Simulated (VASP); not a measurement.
The system is Al2GaP3.

```
Al Ga P
1.0
     3.58348    0.00000    0.00000
     0.00000    3.58348    0.00000
     0.00000    0.00000    7.60768
Al Ga P
2 1 3
Direct
  0.50000 0.50000 0.72860
  0.00000 0.00000 0.27024
  0.00000 0.00000 0.62515
  0.50000 0.00000 0.99856
  0.00000 0.50000 0.99856
  0.50000 0.50000 0.37889
```

The cell was built by a generator and needn't be a form met in nature.

```yaml
Program: VASP 6.6.1
Task: relaxation of cell and atoms
Functional: PBE
Potentials_or_basis: VASP PAW PBE potentials, release 64 (Al, Ga_d, P)
Cutoff: 520 eV
k_mesh: 4 × 4 × 2
Occupations: gaussian, width 0.15 eV
Spin: no spin polarisation
```

At the start: pressure 0.2 GPa; volume 16.28 Å³/atom.

Question: How do energy, volume and symmetry change on relaxing?

Answer: Over 12 steps the energy falls by 30.3 meV/atom and the volume is 16.25 Å³/atom (-0.2 %); space group P4mm (No. 99, to 0.05 Å).

The path:
| step | energy change (eV) | largest force (eV/Å) | pressure (GPa) | volume (Å³) |
| --- | --- | --- | --- | --- |
| 1 | 0.0000 | 0.7884 | 0.16 | 97.69 |
| 2 | -0.0380 | 0.5884 | -0.15 | 97.93 |
| 3 | -0.0948 | 0.7421 | -1.09 | 98.63 |
| 4 | -0.1172 | 0.7341 | -0.69 | 98.07 |
| 5 | -0.1417 | 0.7163 | -0.26 | 97.25 |
| 6 | -0.1524 | 0.6809 | 1.33 | 95.61 |
| 7 | -0.1550 | 0.6814 | 1.24 | 96.11 |
| 8 | -0.1775 | 0.2293 | 0.02 | 97.08 |
| 9 | -0.1784 | 0.1513 | 0.12 | 97.25 |
| 10 | -0.1775 | 0.0309 | -0.27 | 97.60 |
| 11 | -0.1785 | 0.1095 | 0.09 | 97.34 |
| 12 | -0.1816 | 0.0709 | -0.06 | 97.53 |

Final structure:
```cif
data_structure
_symmetry_space_group_name_H-M 'P 1'
_symmetry_Int_Tables_number 1
_cell_length_a 3.5597
_cell_length_b 3.5597
_cell_length_c 7.6967
_cell_angle_alpha 90.000
_cell_angle_beta 90.000
_cell_angle_gamma 90.000
_cell_volume 97.53
loop_
_atom_site_label
_atom_site_type_symbol
_atom_site_fract_x
_atom_site_fract_y
_atom_site_fract_z
_atom_site_occupancy
Al1 Al 0.50000 0.50000 0.74275 1
Al2 Al 0.00000 0.00000 0.25827 1
Ga1 Ga 0.00000 0.00000 0.59093 1
P1 P 0.50000 0.00000 0.00160 1
P2 P 0.00000 0.50000 0.00160 1
P3 P 0.50000 0.50000 0.40485 1
```

Caveat: the k mesh is coarse (spacing up to 0.44 Å⁻¹), so the values aren't converged; the bands computed are all filled at some k points, so no gap is given.
